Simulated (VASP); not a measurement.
Input:

```
CELL_PARAMETERS angstrom
      1.73455     1.00145     5.60057
     -1.73455     1.00145     5.60057
      0.00000    -2.00289     5.60057
ATOMIC_POSITIONS crystal
  Tl 0.50000 0.50000 0.50000
  Pb 0.00000 0.00000 0.00000
```

All values below come from PBEsol GGA, VASP's PBE PAW potentials (set 64) (plane waves; VASP). Settings: 400 eV cut-off, 14×14×14 Γ-centred mesh, tetrahedra with Blöchl corrections, potentials Tl_d Pb_d.

Unless said otherwise, spin-orbit coupling is left out, though it shifts the bands of the heavy elements here.

Q: Tabulate the total density of states (states/eV per cell) against energy (eV; zero at the valence-band maximum or, without a gap, the Fermi level).

A: 
(E (eV), DOS (states/eV)): (-9.98, 0.41); (-9.38, 0.43); (-8.90, 0.46); (-8.30, 0.65); (-7.70, 1.15); (-7.22, 0.83); (-6.62, 0.38); (-6.02, 0.51); (-5.54, 0.80); (-4.94, 1.13); (-4.34, 0.00); (-3.86, 0.00); (-3.26, 0.27); (-2.66, 0.55); (-2.18, 0.88); (-1.58, 1.39); (-0.98, 0.91); (-0.50, 0.97); (0.10, 0.89); (0.70, 1.02); (1.18, 1.05); (1.78, 1.05); (2.38, 1.20); (2.86, 1.42); (3.46, 1.50)
Within 2 eV below the Fermi level the largest weight inside VASP's projection spheres is Pb p, then Tl p.

The structure comes from a computed database's TlPb entry (R-3m); how it stands against other phases isn't given here. It was relaxed first. The electron count is odd and the run is not spin-polarised, which forces a metal.
